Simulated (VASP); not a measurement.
Input:

```yaml
crystal:
  lattice:
    - [0.00000, 2.77329, 2.77329]
    - [2.77329, 0.00000, 2.77329]
    - [11.08669, 11.08669, 0.00649]
  atoms:
    - { symbol: Ga, position: [0.99012, 0.99012, 0.00741] }
    - { symbol: Ga, position: [0.99983, 0.99983, 0.25012] }
    - { symbol: Ga, position: [0.00984, 0.00984, 0.49262] }
    - { symbol: Ga, position: [0.00014, 0.00014, 0.74989] }
    - { symbol: P, position: [0.24565, 0.24565, 0.06576] }
    - { symbol: P, position: [0.25495, 0.25495, 0.30879] }
    - { symbol: As, position: [0.25437, 0.25437, 0.55922] }
    - { symbol: As, position: [0.24508, 0.24508, 0.81619] }
```

Computed with PBEsol GGA, VASP's PBE PAW potentials (set 64) (plane waves; VASP). Run with 400 eV cut-off, 8×8×2 Γ-centred mesh, tetrahedra with Blöchl corrections, potentials Ga_d P As.

The cores are frozen, which limits the accuracy of field gradients.

Problem. Give the principal components of the electric field gradient (V/Å²) and the asymmetry η at each nucleus.

Solution. 
```json
[
 {"atom": "Ga1", "Vxx": "-1.9", "Vyy": "-1.9", "Vzz": "3.8", "η": "0.00"},
 {"atom": "Ga2", "Vxx": "3.5", "Vyy": "3.5", "Vzz": "-7.1", "η": "0.00"},
 {"atom": "Ga3", "Vxx": "2.5", "Vyy": "2.5", "Vzz": "-4.9", "η": "0.00"},
 {"atom": "Ga4", "Vxx": "-3.3", "Vyy": "-3.3", "Vzz": "6.5", "η": "0.00"},
 {"atom": "P5", "Vxx": "4.3", "Vyy": "4.3", "Vzz": "-8.6", "η": "0.00"},
 {"atom": "P6", "Vxx": "3.8", "Vyy": "3.8", "Vzz": "-7.6", "η": "0.00"},
 {"atom": "As7", "Vxx": "-9.2", "Vyy": "-9.2", "Vzz": "18.5", "η": "0.00"},
 {"atom": "As8", "Vxx": "-8.3", "Vyy": "-8.3", "Vzz": "16.6", "η": "0.00"}
]
```

The structure was generated: Ga4As2P2 was put into an ordered model structure (R3m), which need not be its known phase. It was relaxed first.
